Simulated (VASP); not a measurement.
# Mg5CdO6 (P4/mmm) in VASP: further runs, part 2 of 2

VASP 6.6.1. Earlier steps stand in the parts before.

## (3) Single point, HSE06

This run uses another cell than the first one, of 10.15 Å³/atom, 1.037 times its volume.

POSCAR

```
Mg5CdO6                                 
1.0
    3.0666566949     -0.0000000000      0.0000000000
    0.0000000000      3.0666566949     -0.0000000000
   -0.0000000000     -0.0000000000     12.9573487341
  Cd              Mg              O             
     1     5     6
Direct
     0.0000000000000000    0.0000000000000000    1.0000000000000000
     0.5000000000000000    0.5000000000000000    0.1787221387319587
     0.0000000000000000    0.0000000000000000    0.3407779535570467
     0.5000000000000000    0.5000000000000000    0.5000000000000000
     0.0000000000000000    0.0000000000000000    0.6592220464429532
     0.5000000000000000    0.5000000000000000    0.8212778612680410
     0.5000000000000000    0.5000000000000000    1.0000000000000000
     0.0000000000000000    0.0000000000000000    0.1819413569914915
     0.5000000000000000    0.5000000000000000    0.3401003663153852
     0.0000000000000000    0.0000000000000000    0.5000000000000000
     0.5000000000000000    0.5000000000000000    0.6598996336846148
     0.0000000000000000    0.0000000000000000    0.8180586430085087
```

INCAR.step1

```
SYSTEM = Mg5CdO6
PREC = Accurate ; ENCUT = 520
EDIFF = 1E-5 ; ISMEAR = -1
SIGMA = 0.05 ; LREAL = .FALSE.
LASPH = .TRUE. ; NELM = 60
ALGO = Normal ; ISIF = 2
LWAVE = .TRUE. ; GGA = PE
```

INCAR.step2

```
SYSTEM = Mg5CdO6
PREC = Accurate ; ENCUT = 520
EDIFF = 1E-7 ; ISMEAR = -1
SIGMA = 0.05 ; LREAL = .FALSE.
LASPH = .TRUE. ; NELM = 60
ALGO = Normal ; ISIF = 2
LWAVE = .FALSE. ; LCHARG = .TRUE.
GGA = PE ; LHFCALC = .TRUE.
HFSCREEN = 0.2 ; PRECFOCK = Fast
LELF = .TRUE. ; LVHAR = .TRUE.
ISTART = 1
```

KPOINTS

```
Automatic mesh
0
G
  4 4 1
  0 0 0
```

Potentials or basis: VASP PAW PBE potentials, release 64 (Cd, Mg, O).

Command:

```
$ cat potpaw_PBE.64/Cd/POTCAR potpaw_PBE.64/Mg/POTCAR potpaw_PBE.64/O/POTCAR > POTCAR
$ cp INCAR.step1 INCAR
$ mpirun -np 8 vasp_std > vasp.out
$ cp INCAR.step2 INCAR
$ mpirun -np 8 vasp_std > vasp.out
```

OUTCAR:

```text
SYSTEM = Mg5CdO6
   PREC = Accurate
   ENCUT = 520
   EDIFF = 1E-7
   ISMEAR = -1
   LREAL = .FALSE.
   LASPH = .TRUE.
   NELM = 60
   ISIF = 2
   GGA = PE
   LHFCALC = .TRUE.
   HFSCREEN = 0.2
   PRECFOCK = Fast
   ISTART = 1

 ion  position               nearest neighbor table
   1  0.000  0.000  0.000-   7 2.17   7 2.17   7 2.17   7 2.17  12 2.36   8 2.36   6 3.17   6 3.17
                             2 3.17   6 3.17   2 3.17   2 3.17   6 3.17   2 3.17
   2  0.500  0.500  0.179-   9 2.09   8 2.17   8 2.17   8 2.17   8 2.17   7 2.32   3 3.02   3 3.02
                             3 3.02   3 3.02   1 3.17   1 3.17   1 3.17   1 3.17
   3  0.000  0.000  0.341-   8 2.06  10 2.06   9 2.17   9 2.17   9 2.17   9 2.17   4 2.99   4 2.99
                             4 2.99   4 2.99   2 3.02   2 3.02   2 3.02   2 3.02
   4  0.500  0.500  0.500-   9 2.07  11 2.07  10 2.17  10 2.17  10 2.17  10 2.17   5 2.99   5 2.99
                             3 2.99   5 2.99   3 2.99   3 2.99   5 2.99   3 2.99
   5  0.000  0.000  0.659-  12 2.06  10 2.06  11 2.17  11 2.17  11 2.17  11 2.17   4 2.99   4 2.99
                             4 2.99   4 2.99   6 3.02   6 3.02   6 3.02   6 3.02
   6  0.500  0.500  0.821-  11 2.09  12 2.17  12 2.17  12 2.17  12 2.17   7 2.32   5 3.02   5 3.02
                             5 3.02   5 3.02   1 3.17   1 3.17   1 3.17   1 3.17
   7  0.500  0.500  0.000-   1 2.17   1 2.17   1 2.17   1 2.17   6 2.32   2 2.32
   8  0.000  0.000  0.182-   3 2.06   2 2.17   2 2.17   2 2.17   2 2.17   1 2.36
   9  0.500  0.500  0.340-   4 2.07   2 2.09   3 2.17   3 2.17   3 2.17   3 2.17
  10  0.000  0.000  0.500-   3 2.06   5 2.06   4 2.17   4 2.17   4 2.17   4 2.17
  11  0.500  0.500  0.660-   4 2.07   6 2.09   5 2.17   5 2.17   5 2.17   5 2.17
  12  0.000  0.000  0.818-   5 2.06   6 2.17   6 2.17   6 2.17   6 2.17   1 2.36

  LATTYP: Found a simple tetragonal cell.
 ALAT       =     3.0666566949
 C/A-ratio  =     4.2252361523

  Lattice vectors:

 A1 = (   3.0666566949,   0.0000000000,   0.0000000000)
 A2 = (   0.0000000000,   3.0666566949,   0.0000000000)
 A3 = (   0.0000000000,   0.0000000000,  12.9573487341)

Analysis of symmetry for initial positions (statically):
[... 170 lines left out ...]
  NGX = 14; NGY = 14; NGZ = 60

 number of electron      58.0000010 magnetization

 Free energy of the ion-electron system (eV)
  ---------------------------------------------------
  ext. energy  EPLUGINS =         0.00000000
  ---------------------------------------------------
  free energy    TOTEN  =       -80.20322735 eV

  energy without entropy =      -80.20322735  energy(sigma->0) =      -80.20322735

 E-fermi :   4.2181     XC(G=0):  -9.0954

 val. band max:        3.0298439863   @ k =   0.5000   0.0000   0.0000
 cond. band min:       6.0596812037   @ k =   0.0000   0.0000   0.0000
 fundamental gap:      3.0298372174
 Fermi energy:         4.2180994679

 k-point     1 :       0.0000    0.0000    0.0000
  band No.  band energies     occupation
      1     -17.3521      2.00000
      2     -16.9298      2.00000
      3     -16.7206      2.00000
      4     -16.3052      2.00000
      5     -15.8926      2.00000
      6     -15.5892      2.00000
[... 247 lines left out ...]
     39      14.1468      0.00000
     40      14.1468      0.00000

------------------------ aborting loop because EDIFF is reached ----------------------------------------

  FORCE on cell =-STRESS in cart. coord.  units (eV):
  Direction    XX          YY          ZZ          XY          YZ          ZX
  --------------------------------------------------------------------------------------
  -------------------------------------------------------------------------------------
  Total       -0.3101959     -0.3101959     -0.6413480      0.0000000      0.0000000      0.0000000
  in kB       -4.0784971     -4.0784971     -8.4325289      0.0000000      0.0000000      0.0000000
  external PRESSURE =      -5.5298410 kB  Pullay stress =       0.0000000 kB

 VOLUME and BASIS-vectors are now :
 -----------------------------------------------------------------------------
  energy-cutoff  :      520.00
  volume of cell :      121.86
      direct lattice vectors                 reciprocal lattice vectors
     3.066656695  0.000000000  0.000000000     0.326088017  0.000000000  0.000000000
     0.000000000  3.066656695  0.000000000     0.000000000  0.326088017  0.000000000
     0.000000000  0.000000000 12.957348734     0.000000000  0.000000000  0.077176282

 POSITION                                       TOTAL-FORCE (eV/Angst)
 -----------------------------------------------------------------------------------
      0.00000      0.00000      0.00000         0.000000      0.000000      0.000000
      1.53333      1.53333      2.31577         0.000000      0.000000      0.130887
      0.00000      0.00000      4.41558         0.000000      0.000000     -0.002823
      1.53333      1.53333      6.47867         0.000000      0.000000      0.000000
      0.00000      0.00000      8.54177         0.000000      0.000000      0.002823
      1.53333      1.53333     10.64158         0.000000      0.000000     -0.130887
      1.53333      1.53333      0.00000         0.000000      0.000000      0.000000
      0.00000      0.00000      2.35748         0.000000     -0.000000     -0.011866
      1.53333      1.53333      4.40680        -0.000000      0.000000     -0.010516
      0.00000      0.00000      6.47867         0.000000      0.000000      0.000000
      1.53333      1.53333      8.55055         0.000000      0.000000      0.010516
      0.00000      0.00000     10.59987         0.000000      0.000000      0.011866
 -----------------------------------------------------------------------------------
    total drift:                                0.000000     -0.000000     -0.000000

  FREE ENERGIE OF THE ION-ELECTRON SYSTEM (eV)
  ---------------------------------------------------
  free  energy   TOTEN  =       -80.2032273474 eV

  energy  without entropy=      -80.2032273474  energy(sigma->0) =      -80.20322735
```

OUTCAR.step1:

```text
SYSTEM = Mg5CdO6
   PREC = Accurate
   ENCUT = 520
   EDIFF = 1E-5
   ISMEAR = -1
   LREAL = .FALSE.
   LASPH = .TRUE.
[... 505 lines left out ...]
      0.00000      0.00000      6.47867        -0.000000     -0.000000      0.000000
      1.53333      1.53333      8.55055         0.000000      0.000000      0.007850
      0.00000      0.00000     10.59987        -0.000000     -0.000000     -0.063875
 -----------------------------------------------------------------------------------
    total drift:                                0.000000     -0.000000      0.000000

  FREE ENERGIE OF THE ION-ELECTRON SYSTEM (eV)
  ---------------------------------------------------
  free  energy   TOTEN  =       -66.3078922675 eV

  energy  without entropy=      -66.3078921891  energy(sigma->0) =      -66.30789223
```

OSZICAR.step1:

```text
N       E                     dE             d eps       ncg     rms          rms(c)
DAV:   1     0.369250161668E+03    0.36925E+03   -0.29817E+04   480   0.137E+03
DAV:   2    -0.491477941752E+02   -0.41840E+03   -0.40336E+03   576   0.317E+02
DAV:   3    -0.761339853044E+02   -0.26986E+02   -0.26859E+02   560   0.870E+01
DAV:   4    -0.763605029917E+02   -0.22652E+00   -0.22626E+00   608   0.888E+00
DAV:   5    -0.763617704806E+02   -0.12675E-02   -0.12674E-02   536   0.653E-01    0.215E+01
DAV:   6    -0.663415665855E+02    0.10020E+02   -0.38245E+01   648   0.460E+01    0.132E+01
DAV:   7    -0.664122594201E+02   -0.70693E-01   -0.26874E+00   568   0.913E+00    0.837E+00
DAV:   8    -0.663415615353E+02    0.70698E-01   -0.64172E-01   592   0.608E+00    0.147E+00
DAV:   9    -0.663090182017E+02    0.32543E-01   -0.17163E-01   584   0.235E+00    0.461E-01
DAV:  10    -0.663086870509E+02    0.33115E-03   -0.35782E-02   576   0.108E+00    0.222E-01
DAV:  11    -0.663079732319E+02    0.71382E-03   -0.16549E-03   600   0.357E-01    0.120E-01
DAV:  12    -0.663079244029E+02    0.48829E-04   -0.64626E-04   760   0.281E-01    0.731E-02
DAV:  13    -0.663078943283E+02    0.30075E-04   -0.42712E-04   560   0.138E-01    0.170E-02
DAV:  14    -0.663078922675E+02    0.20608E-05   -0.37726E-05   576   0.410E-02
   1 F= -.66307892E+02 E0= -.66307892E+02  d E =-.784516E-07
```

Wall time 2.4 min (8 MPI ranks of AMD EPYC 9R45 (Zen 5), shared host); peak memory 0.25 GiB.

What came out:

```
Free energy            : -80.2032 eV
Pressure               : -0.6 GPa
Largest force          : 0.131 eV/Å
Band gap on the k mesh : 3.03 eV, indirect (least direct gap 4.57 eV)
```

Forces on the atoms (eV/Å):
```
Cd   0.000  0.000  0.000
Mg   0.000  0.000  0.131
Mg   0.000  0.000 -0.003
Mg   0.000  0.000  0.000
Mg   0.000  0.000  0.003
Mg   0.000  0.000 -0.131
O    0.000  0.000  0.000
O    0.000  0.000 -0.012
O    0.000  0.000 -0.011
O    0.000  0.000  0.000
O    0.000  0.000  0.011
O    0.000  0.000  0.012
```

Levels at points of the mesh, in eV from the valence-band top:
```
           k point  band 27  band 28  band 29  band 30  band 31  band 32
(0.00, 0.00, 0.00)    -1.73    -1.54    -1.54     3.03     5.63     5.94
(0.50, 0.00, 0.00)    -2.15    -1.48     0.00     6.66     7.10     7.91
(0.50, 0.50, 0.00)    -2.87    -2.87    -2.74     7.10     9.04     9.78
```

Caveat: the k mesh is coarse (spacing up to 0.51 Å⁻¹), so the values aren't converged, least of all with exact exchange; the PAW data sets were made with another functional, which shifts forces and pressure a little; an odd mesh through Γ misses points on the zone boundary, where band edges often lie.
